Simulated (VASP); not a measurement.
Level of theory: PBE GGA with D3 dispersion (Becke-Johnson damping), VASP's PBE PAW potentials (set 64) (plane waves; VASP).

A VASP calculation is set up with these files.

File POSCAR:
```
PdIn
3.3256050
  0.9999999644   0.0000000000   0.0000000000
  0.0000000000   0.9999999644   0.0000000000
  0.0000000000   0.0000000000   0.9999999644
In Pd
1 1
Cart
  0.4999999822   0.4999999822   0.4999999822
  0.0000000000   0.0000000000   0.0000000000
```

KPOINTS:
```
kpoints
0
G
11 11 11
0 0 0
```

**INCAR**
```
SYSTEM = PdIn
PREC = Accurate
ENCUT = 520
EDIFF = 1E-7
NELM = 100
ALGO = Normal
LREAL = .FALSE.
LASPH = .TRUE.
ISMEAR = 1
SIGMA = 0.1
GGA = PE
IVDW = 12
LMAXMIX = 4
LWAVE = .FALSE.
LCHARG = .FALSE.
ISIF = 2
```

POTCAR, in this order: In_d Pd (PBE.64 set). Program: vasp_std.

The run wrote:

File OSZICAR:
```
       N       E                     dE             d eps       ncg     rms          rms(c)
DAV:   1     0.161688586474E+03    0.16169E+03   -0.11415E+04  1696   0.197E+03
DAV:   2    -0.125273806871E+01   -0.16294E+03   -0.15908E+03  1750   0.401E+02
DAV:   3    -0.879397536984E+01   -0.75412E+01   -0.74796E+01  2121   0.923E+01
DAV:   4    -0.893177860398E+01   -0.13780E+00   -0.13776E+00  2058   0.122E+01
DAV:   5    -0.893831767089E+01   -0.65391E-02   -0.65390E-02  2451   0.238E+00    0.574E+00
DAV:   6    -0.878278922145E+01    0.15553E+00   -0.38068E-01  2030   0.952E+00    0.270E+00
DAV:   7    -0.875218889511E+01    0.30600E-01   -0.71305E-02  2238   0.487E+00    0.120E+00
DAV:   8    -0.874612308985E+01    0.60658E-02   -0.22363E-02  1813   0.146E+00    0.369E-01
DAV:   9    -0.874544789778E+01    0.67519E-03   -0.19127E-03  2177   0.760E-01    0.567E-02
DAV:  10    -0.874545399454E+01   -0.60968E-05   -0.52586E-05  2249   0.112E-01    0.237E-02
DAV:  11    -0.874545521727E+01   -0.12227E-05   -0.60269E-06  2003   0.266E-02    0.281E-03
DAV:  12    -0.874545551666E+01   -0.29939E-06   -0.24546E-07  2106   0.506E-03    0.194E-03
DAV:  13    -0.874545542551E+01    0.91156E-07   -0.19031E-08  1155   0.168E-03
   1 F= -.97627298E+01 E0= -.97623374E+01  d E =-.117731E-02
```

OUTCAR:
```
------------------------ aborting loop because EDIFF is reached ----------------------------------------
 Edisp (eV)   -1.01727
  FORCE on cell =-STRESS in cart. coord.  units (eV):
  Direction    XX          YY          ZZ          XY          YZ          ZX
  --------------------------------------------------------------------------------------
  Total      -1.52371    -1.52371    -1.52371    -0.00000    -0.00000     0.00000
  in kB     -66.37439   -66.37439   -66.37439    -0.00000    -0.00000     0.00000
  external pressure =      -66.37 kB  Pullay stress =        0.00 kB
  volume of cell :       36.78
      direct lattice vectors                 reciprocal lattice vectors
     3.325604881  0.000000000  0.000000000     0.300697177  0.000000000  0.000000000
     0.000000000  3.325604881  0.000000000     0.000000000  0.300697177  0.000000000
     0.000000000  0.000000000  3.325604881     0.000000000  0.000000000  0.300697177
 POSITION                                       TOTAL-FORCE (eV/Angst)
 -----------------------------------------------------------------------------------
      1.66280      1.66280      1.66280         0.000000      0.000000      0.000000
      0.00000      0.00000      0.00000         0.000000      0.000000      0.000000
 -----------------------------------------------------------------------------------
    total drift:                                0.000000      0.000000      0.000000
  FREE ENERGIE OF THE ION-ELECTRON SYSTEM (eV)
  ---------------------------------------------------
  free  energy   TOTEN  =        -9.7627298280 eV

  energy  without entropy=       -9.7615525204  energy(sigma->0) =       -9.76233739
```
(Selected blocks of OUTCAR.)

### OUTCAR
```
 val. band max:        9.6947462658   @ k =   0.4545   0.4545   0.2727

 cond. band min:       9.7122329473   @ k =   0.3636   0.1818   0.1818


 Fermi energy:         9.6975300022

 k-point     1 :       0.0000    0.0000    0.0000
  band No.  band energies     occupation
      1      -5.0883      2.00000
      2      -5.0883      2.00000
      3      -4.7347      2.00000
      4      -4.7347      2.00000
      5      -4.7347      2.00000
      6       0.0866      2.00000
      7       6.1639      2.00000
      8       6.1639      2.00000
      9       7.5863      2.00000
     10       7.5863      2.00000
     11       7.5863      2.00000
     12      13.8945      0.00000
     13      13.8945      0.00000
     14      13.8945      0.00000
     15      18.5638      0.00000

 k-point     2 :       0.0909    0.0000    0.0000
  band No.  band energies     occupation
      1      -5.0846      2.00000
      2      -5.0638      2.00000
      3      -4.7422      2.00000
      4      -4.7422      2.00000
      5      -4.7326      2.00000
      6       0.2125      2.00000
      7       6.1668      2.00000
      8       6.1844      2.00000
      9       7.4975      2.00000
     10       7.4975      2.00000
     11       7.5817      2.00000
     12      12.9966      0.00000
     13      14.1403      0.00000
     14      14.1403      0.00000
     15      18.9543      0.00000

 k-point     3 :       0.1818    0.0000    0.0000
  band No.  band energies     occupation
      1      -5.0747      2.00000
      2      -4.9983      2.00000
      3      -4.7623      2.00000
      4      -4.7623      2.00000
      5      -4.7270      2.00000
      6       0.5889      2.00000
      7       6.1748      2.00000
      8       6.1995      2.00000
      9       7.2786      2.00000
     10       7.2786      2.00000
     11       7.5693      2.00000
     12      11.3522     -0.00000
     13      14.8287      0.00000
     14      14.8287      0.00000
     15      19.1861      0.00000
...
```

Unless said otherwise, spin-orbit coupling is left out, though it shifts the bands of the heavy elements here.

The compound is PdIn in the CsCl type structure. This cell is one point of a volume scan, at 1.06 of the reference volume. The electron count is odd and the run is not spin-polarised, which forces a metal.
